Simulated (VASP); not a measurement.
**Co: free energy against electron temperature**

Wanted: TS, pressure and Fermi level of Co against the smearing width, on one dense mesh.

Method: PBEsol, spin-polarised from a ferromagnetic start; plane waves and PAW (Co), in the first sound run; inputs show where later runs differ, in VASP 6.6.1.

## Step 1: The starting structure

The structure is hexagonal, space group P6_3/mmc (No. 194). The conventional cell has a = 2.510 Å, b = 2.510 Å, c = 4.071 Å, α = 90.00°, β = 90.00°, γ = 120.00°. Co has 12 Co at 2.50 to 2.51 Å nearest.

Coordinates:

```xyz
2
Lattice="2.5100 0.0000 0.0000 -1.2550 2.1737 0.0000 0.0000 0.0000 4.0712" Properties=species:S:1:pos:R:3 pbc="T T T"
Co    0.0000    0.0000    0.0000
Co    0.0000    1.4491    2.0356
```

## Step 2: Relax the crystal, PBEsol

The cell is relaxed and then held.

This step took 2 runs in a row; the last is shown.

Level: PBEsol, spin-polarised from a ferromagnetic start; plane waves and PAW (Co).

Input file INCAR:

```
SYSTEM = Co
PREC = Accurate
ENCUT = 450
EDIFF = 1E-07
NELM = 120
ISMEAR = 1
SIGMA = 0.15
LREAL = .FALSE.
ALGO = Normal
GGA = PS
NBANDS = 18
ISPIN = 2
MAGMOM = 1.5 1.5
LASPH = .TRUE.
LMAXMIX = 4
LORBIT = 11
LWAVE = .FALSE.
LCHARG = .FALSE.
KPAR = 8
IBRION = 2
NSW = 40
ISIF = 3
EDIFFG = -0.005
POTIM = 0.4
```

Input file POSCAR:

```
Co
1.0
    2.4545823640      0.0000000000      0.0000000000
   -1.2272911820      2.1257306829      0.0000000000
    0.0000000000      0.0000000000      3.9623436502
Co
2
Direct
    0.0000000000      0.0000000000      0.0000000000
    0.3333333333      0.6666666667      0.5000000000
```

Input file KPOINTS:

```
Automatic mesh
0
Gamma
20 20 11
0 0 0
```

PAW data sets: Co (PBE family, release 64).

Run with:

```console
$ mpirun -np 8 vasp_std
```

The program printed:

```text
[banner, memory and clock lines left out]
running    8 mpi-ranks, on    1 nodes
[...]
|                                                                             |
|           W    W    AA    RRRRR   N    N  II  N    N   GGGG   !!!           |
|           W    W   A  A   R    R  NN   N  II  NN   N  G    G  !!!           |
|           W    W  A    A  R    R  N N  N  II  N N  N  G       !!!           |
|           W WW W  AAAAAA  RRRRR   N  N N  II  N  N N  G  GGG   !            |
|           WW  WW  A    A  R   R   N   NN  II  N   NN  G    G                |
|           W    W  A    A  R    R  N    N  II  N    N   GGGG   !!!           |
|                                                                             |
|     For optimal performance we recommend to set                             |
|       NCORE = 2 up to number-of-cores-per-socket                            |
|     NCORE specifies how many cores store one orbital (NPAR=cpu/NCORE).      |
|     This setting can greatly improve the performance of VASP for DFT.       |
[...]
DAV:   4    -0.154747682232E+02    0.25102E-05   -0.11648E-06 22842   0.121E-02    0.106E-02
DAV:   5    -0.154747662704E+02    0.19528E-05   -0.50697E-07 28552   0.885E-03    0.158E-03
DAV:   6    -0.154747661900E+02    0.80393E-07   -0.55120E-08 10440   0.283E-03
   2 F= -.15474766E+02 E0= -.15475090E+02  d E =-.294041E-05  mag=     3.1521
 trial-energy change:   -0.000003  1 .order   -0.000001   -0.000015    0.000012
 step:   0.6272(harm=  0.5521)  dis= 0.00000  next Energy=   -15.474768 (dE=-0.519E-05)
[...]
N       E                     dE             d eps       ncg     rms          rms(c)
DAV:   1    -0.154747937696E+02   -0.27499E-04   -0.22474E-04 20180   0.265E-01    0.405E-02
DAV:   2    -0.154747733065E+02    0.20463E-04   -0.73665E-05 20606   0.182E-01    0.251E-02
DAV:   3    -0.154747692368E+02    0.40697E-05   -0.83981E-06 20380   0.592E-02    0.112E-02
DAV:   4    -0.154747687396E+02    0.49720E-06   -0.15130E-07 17934   0.449E-03    0.402E-03
DAV:   5    -0.154747682318E+02    0.50782E-06   -0.51538E-08 10174   0.356E-03    0.602E-04
DAV:   6    -0.154747682677E+02   -0.35896E-07   -0.33077E-08  9770   0.212E-03
   3 F= -.15474768E+02 E0= -.15475092E+02  d E =-.501807E-05  mag=     3.1525
[...]
reached required accuracy - stopping structural energy minimisation
```

Elapsed: 31 s, on 8 MPI ranks of Intel Xeon Platinum 8488C (Sapphire Rapids), shared host; peak memory 1.8 GiB.

The logs omit lines about the potential files and the build; timing stands in the text.

Parts of OUTCAR (step 2):

```text
  Total        0.0053127      0.0053127      0.0010100      0.0000000     -0.0000000      0.0000000
  in kB        0.4119420      0.4119420      0.0783152      0.0000000     -0.0000000      0.0000000
  external PRESSURE =       0.3007331 kB  Pullay stress =       0.0000000 kB

 POSITION                                       TOTAL-FORCE (eV/Angst)
 -----------------------------------------------------------------------------------
     -0.00000      0.00000      0.00000        -0.000000      0.000000      0.000000
     -0.00000      1.41694      1.98065         0.000000     -0.000000      0.000000
 -----------------------------------------------------------------------------------
    total drift:                               -0.000000      0.000000     -0.000000

  FREE ENERGIE OF THE ION-ELECTRON SYSTEM (eV)
  ---------------------------------------------------
  free  energy   TOTEN  =       -15.4747682677 eV

  energy  without entropy=      -15.4757408904  energy(sigma->0) =      -15.47509248

 reached required accuracy - stopping structural energy minimisation

 magnetization (x)
# of ion       s       p       d       tot
------------------------------------------
    1       -0.015  -0.052   1.649   1.582
    2       -0.015  -0.052   1.649   1.582
--------------------------------------------------
tot         -0.030  -0.104   3.299   3.165

[... 3 further parts left out ...]
[key lines of the parts left out:]
E-fermi :  10.7634
```

Numbers from this step:

```
energy(sigma→0) of the program : -15.4751 eV
stress, compression positive   : xx, yy, zz 0.04, 0.04, 0.01 GPa
volume                         : 20.663 Å³
ionic steps                    : 3
```

## Step 3: Tetrahedra, PBEsol

Tetrahedra give the density of states at the Fermi level without smearing.

Level: PBEsol, spin-polarised from a ferromagnetic start; plane waves and PAW (Co).

Input file INCAR:

```
SYSTEM = Co
PREC = Accurate
ENCUT = 450
EDIFF = 1E-08
NELM = 100
ISMEAR = -5
SIGMA = 0.15
LREAL = .FALSE.
ALGO = Normal
GGA = PS
NBANDS = 25
ISPIN = 2
MAGMOM = 1.5 1.5
LASPH = .TRUE.
LMAXMIX = 4
LORBIT = 11
LWAVE = .FALSE.
LCHARG = .FALSE.
KPAR = 2
ISIF = 2
NEDOS = 3001
```

Input file POSCAR:

```
Co
1.0
    2.4542057504      0.0000000000      0.0000000000
   -1.2271028752      2.1254045259      0.0000000000
    0.0000000000      0.0000000000      3.9612984652
Co
2
Direct
    0.0000000000      0.0000000000      0.0000000000
    0.3333333333      0.6666666667      0.5000000000
```

Input file KPOINTS:

```
Automatic mesh
0
Gamma
36 36 20
0 0 0
```

Run with:

```console
$ mpirun -np 2 vasp_std
```

The program printed:

```text
[banner, memory and clock lines left out]
running    2 mpi-ranks, on    1 nodes
[...]
[... a notice as in an earlier step ...]

 LDA part: xc-table for (Slater+PW92), standard interpolation
 POSCAR, INCAR and KPOINTS ok, starting setup
[...]
entering main loop
       N       E                     dE             d eps       ncg     rms          rms(c)
DAV:   1     0.839305987418E+02    0.83931E+02   -0.60915E+03151564   0.834E+02
DAV:   2    -0.121080431622E+02   -0.96039E+02   -0.84985E+02147180   0.185E+02
DAV:   3    -0.179409753443E+02   -0.58329E+01   -0.55897E+01164457   0.506E+01
DAV:   4    -0.180324951421E+02   -0.91520E-01   -0.91397E-01168936   0.582E+00
[...]
DAV:  17    -0.154736046018E+02    0.10253E-06   -0.35703E-10 99551   0.241E-04    0.116E-04
DAV:  18    -0.154736045859E+02    0.15923E-07   -0.25272E-10 90016   0.946E-05    0.221E-05
DAV:  19    -0.154736045889E+02   -0.29836E-08   -0.23004E-11 87180   0.307E-05
   1 F= -.15473605E+02 E0= -.15473605E+02  d E =0.000000E+00  mag=     3.1218
|                                                                             |
|           W    W    AA    RRRRR   N    N  II  N    N   GGGG   !!!           |
|           W    W   A  A   R    R  NN   N  II  NN   N  G    G  !!!           |
|           W    W  A    A  R    R  N N  N  II  N N  N  G       !!!           |
|           W WW W  AAAAAA  RRRRR   N  N N  II  N  N N  G  GGG   !            |
|           WW  WW  A    A  R   R   N   NN  II  N   NN  G    G                |
|           W    W  A    A  R    R  N    N  II  N    N   GGGG   !!!           |
|                                                                             |
|     Tetrahedron method does not include variations of the Fermi             |
|     occupations, so forces and stress will be inaccurate. We suggest        |
|     using a different smearing scheme ISMEAR = 1 or 2 for metals in         |
|     relaxations.                                                            |
|                                                                             |
```

The job ended after 11 min (2 MPI ranks; peak memory 2 GiB).

Parts of OUTCAR (step 3):

```text
  Total       -0.0325808     -0.0325808     -0.0271974     -0.0000000      0.0000000      0.0000000
  in kB       -2.5262831     -2.5262831     -2.1088629     -0.0000000      0.0000000      0.0000000
  external PRESSURE =      -2.3871430 kB  Pullay stress =       0.0000000 kB

 POSITION                                       TOTAL-FORCE (eV/Angst)
 -----------------------------------------------------------------------------------
      0.00000      0.00000      0.00000         0.000000      0.000000      0.000000
     -0.00000      1.41694      1.98065        -0.000000      0.000000      0.000000
 -----------------------------------------------------------------------------------
    total drift:                               -0.000000      0.000000     -0.000000

  FREE ENERGIE OF THE ION-ELECTRON SYSTEM (eV)
  ---------------------------------------------------
  free  energy   TOTEN  =       -15.4736045889 eV

  energy  without entropy=      -15.4736045889  energy(sigma->0) =      -15.47360459

 magnetization (x)
# of ion       s       p       d       tot
------------------------------------------
    1       -0.015  -0.053   1.636   1.568
    2       -0.015  -0.053   1.636   1.568
--------------------------------------------------
tot         -0.031  -0.105   3.271   3.135

[... 3 further parts left out ...]
[key lines of the parts left out:]
E-fermi :  10.7703
```

This run gave:

* energy(sigma→0) of the program: -15.4736 eV

The run ends at a pressure of -0.24 GPa.

## Step 4: Electron temperature, PBEsol

One member in full: SIGMA = 0.025 eV.

Level: PBEsol, spin-polarised from a ferromagnetic start; plane waves and PAW (Co).

Changes to INCAR since step 3:

```diff
@@ -5,4 +5,4 @@
 NELM = 100
-ISMEAR = -5
-SIGMA = 0.15
+ISMEAR = -1
+SIGMA = 0.025
 LREAL = .FALSE.
@@ -20,2 +20 @@
 ISIF = 2
-NEDOS = 3001
```

POSCAR is that of step 3.

KPOINTS is that of step 3.

Run with:

```console
$ mpirun -np 2 vasp_std
```

The program printed:

```text
[... set-up lines as in an earlier step ...]
 entering main loop
       N       E                     dE             d eps       ncg     rms          rms(c)
DAV:   1     0.839380813696E+02    0.83938E+02   -0.60915E+03151564   0.834E+02
DAV:   2    -0.121087434078E+02   -0.96047E+02   -0.84996E+02147180   0.185E+02
DAV:   3    -0.179456384944E+02   -0.58369E+01   -0.55807E+01164457   0.505E+01
DAV:   4    -0.180371549762E+02   -0.91516E-01   -0.91389E-01168936   0.582E+00
[...]
DAV:  16    -0.154751344051E+02   -0.28878E-07   -0.31587E-09111828   0.519E-04    0.687E-04
DAV:  17    -0.154751344200E+02   -0.14869E-07   -0.32901E-10 99448   0.300E-04    0.136E-04
DAV:  18    -0.154751344216E+02   -0.16043E-08   -0.32151E-10 90555   0.108E-04
   1 F= -.15475134E+02 E0= -.15473343E+02  d E =-.358353E-02  mag=     3.1300
```

Run time: 9.2 min. Hardware: 2 MPI ranks; peak memory 1.6 GiB; 18 min of CPU time.

OUTCAR, selected parts (step 4):

```text
  LATTYP: Found a hexagonal cell.
 ALAT       =     2.4542057504
 C/A-ratio  =     1.6140857239

 Subroutine GETGRP returns: Found 24 space group operations
 (whereof 12 operations were pure point group operations)

The static configuration has the point symmetry D_3h.
 The point group associated with its full space group is D_6h.

 Found   1397 irreducible k-points:

   dimension x,y,z NGX =    18 NGY =   18 NGZ =   28
   dimension x,y,z NGXF=    36 NGYF=   36 NGZF=   56

   ENCUT  =  450.0 eV  33.07 Ry    5.75 a.u.   4.24  4.24  6.85*2*pi/ulx,y,z

   NELECT =      18.0000    total number of electrons

 E-fermi :  10.7681

 spin component 1
 k-point     1 :       0.0000    0.0000    0.0000
  band No.  band energies     occupation
    ...
      8       8.8586      1.00000
      9       8.8586      1.00000
     10      10.0606      1.00000
     11      10.0606      1.00000
     12      10.6391      0.99428
     13      17.5919      0.00000
     14      33.0884      0.00000
     15      36.1173      0.00000
     16      36.1173      0.00000
     17      36.3509      0.00000
    ...

 k-point     2 :       0.0278    0.0000    0.0000
  band No.  band energies     occupation
    ...
      7       8.4985      1.00000
      8       8.8450      1.00000
      9       8.8496      1.00000
     10       9.8337      1.00000
     11      10.0646      1.00000
     12      10.8978      0.00556
     13      17.5959      0.00000
     14      32.9279      0.00000
     15      35.2324      0.00000
     16      35.6146      0.00000
    ...

 k-point     3 :       0.0556    0.0000    0.0000
  band No.  band energies     occupation
    ...
      7       8.5349      1.00000
      8       8.7977      1.00000
      9       8.8231      1.00000
     10       9.4857      1.00000
     11      10.0762      1.00000
     12      11.3481      0.00000
     13      17.6083      0.00000
     14      32.3723      0.00000
     15      34.3425      0.00000
     16      34.7763      0.00000
    ...

 k-point     4 :       0.0833   -0.0000    0.0000
  band No.  band energies     occupation
    ...
      7       8.5946      1.00000
      8       8.6885      1.00000
      9       8.7812      1.00000
     10       9.1865      1.00000
     11      10.0939      1.00000
     12      11.8485      0.00000
     13      17.6297      0.00000
     14      31.3888      0.00000
     15      33.7813      0.00000
     16      33.9088      0.00000
    ...

  Total       -0.0254058     -0.0254058     -0.0067054     -0.0000000     -0.0000000      0.0000000
  in kB       -1.9699424     -1.9699424     -0.5199294     -0.0000000     -0.0000000      0.0000000
  external PRESSURE =      -1.4866047 kB  Pullay stress =       0.0000000 kB

 POSITION                                       TOTAL-FORCE (eV/Angst)
 -----------------------------------------------------------------------------------
      0.00000      0.00000      0.00000        -0.000000      0.000000      0.000000
     -0.00000      1.41694      1.98065         0.000000     -0.000000      0.000000
 -----------------------------------------------------------------------------------
    total drift:                               -0.000000      0.000000     -0.000000

  FREE ENERGIE OF THE ION-ELECTRON SYSTEM (eV)
  ---------------------------------------------------
  free  energy   TOTEN  =       -15.4751344216 eV

  energy  without entropy=      -15.4715508888  energy(sigma->0) =      -15.47334266

 total charge
# of ion       s       p       d       tot
------------------------------------------
    1        0.510   0.569   7.293   8.371
    2        0.510   0.569   7.293   8.371
--------------------------------------------------
tot          1.020   1.138  14.585  16.742

 magnetization (x)
# of ion       s       p       d       tot
------------------------------------------
    1       -0.015  -0.052   1.639   1.572
    2       -0.015  -0.052   1.639   1.572
--------------------------------------------------
tot         -0.031  -0.105   3.278   3.143

[... 2 parts as in an earlier step ...]

[... 11 further parts left out ...]
```

Numbers from this step:

* energy(sigma→0) of the program: -15.4733 eV
* stress, compression positive: xx, yy, zz -0.20, -0.20, -0.05 GPa

The run ends at a pressure of -0.15 GPa.

## Step 5: The table

The other members went through these steps as far as the tables show, on the same mesh; 7 runs are not shown. The session took 2.7 core hours (wall time by ranks) on a shared machine.

```tsv
width kT (eV)	temperature (K)	free energy less that of the narrowest width (meV/atom)	TS (meV/atom)	pressure (GPa)	shift of the Fermi level (eV)
0.025	290	0.000	1.792	-0.149	0.000
0.050	580	-2.635	6.973	-0.123	0.001
0.075	870	?	?	-0.064	0.002
0.100	1160	-13.405	29.995	-0.021	0.005
0.150	1741	-33.670	78.112	-0.053	0.014
0.200	2321	-66.400	159.277	-0.262	0.024
0.300	3481	-178.618	441.447	-1.005	0.036
```

## Step 6: The Sommerfeld expansion

At low temperature TS = (π²/3) g (kT)², so TS, twice the difference of energy(sigma→0) and the free energy, over (π²/3)(kT)² is an effective density of states: 0.871, 0.848, 0.912, 1.055, 1.210, 1.491 states/eV/atom in the rows shown.

Fitting a parabola to the 6 known rows (σ: width in eV) gives g = 4.850 σ² + 0.8337 σ + 0.8161 in states/eV/atom; the residuals are 0.026 states/eV/atom r.m.s.

For the withheld row, σ = 0.075, the fit gives 0.906 states/eV/atom.

## Step 7: Checking the prediction

The calculation gives 0.864 states/eV/atom, so the prediction is 0.042 states/eV/atom too high, within twice the residual of the fit.

The parabola in σ is an empirical guide, not the expansion itself. Tetrahedra give g = 0.822 states/eV/atom at the Fermi level, the limit that the series should reach at zero width.

## Step 8: Outcome

| Item | Value |
| --- | --- |
| density of states at the Fermi level, tetrahedra | 0.82 states/eV/atom |
| Sommerfeld coefficient from it | 1.94 mJ per mole of atoms and K² |
| pressure at the widest setting | -1.01 GPa |
| error of the predicted g | 0.042 states/eV/atom |

In words: Against the tetrahedron value, the effective density of states stands at +6 % at 0.025 eV, +3 % at 0.05 eV, +11 % at 0.1 eV, +81 % at 0.3 eV. The moment falls from 1.57 to 1.20 μB an atom over the series, so the change mixes the loss of order with the shape of the bands. The narrowest row breaks the trend of the next ones, as mesh noise would; no test of the mesh was run. The bare coefficient lacks the electron-phonon enhancement of measured heat capacities.

[Lines on the potential files, build, host, timing and source positions are cut from VASP's logs without a mark.]

[Logs are printed without paths, hosts, clocks, repeated set-up lines and the standing remarks that a program may print on its own settings, such as how far it seeks lower states.]

[Hosts, paths, dates, database ids (printed as entryN), source tags and the programs' standing remarks are cut or masked in the printed files.]
